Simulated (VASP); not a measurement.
Here is the system:

```
TaC
1.0
    0.00000     2.22756     2.22756
    2.22756     0.00000     2.22756
    2.22756     2.22756     0.00000
Ta C
1 1
Direct
  0.00000   0.00000   0.00000
  0.50000   0.50000   0.50000
```

Level of theory: vdW-DF-cx, VASP's PBE PAW potentials (set 64) (plane waves; VASP). Run with 520 eV cut-off, Gaussian smearing of 0.050 eV, potentials Ta_pv C.

Unless said otherwise, spin-orbit coupling is left out, though it shifts the bands of the heavy elements here.

Problem. Estimate the band gap (along the path) with the smallest direct gap where there is one.

Solution. 
```yaml
band gap (along the path): none (metal, semimetal or under 0.01 eV)
```

The absolute energy has meaning only against runs of the same code, potentials and settings.

The compound is TaC in the rock salt structure. It was relaxed first. The electron count is odd and the run is not spin-polarised, which forces a metal.
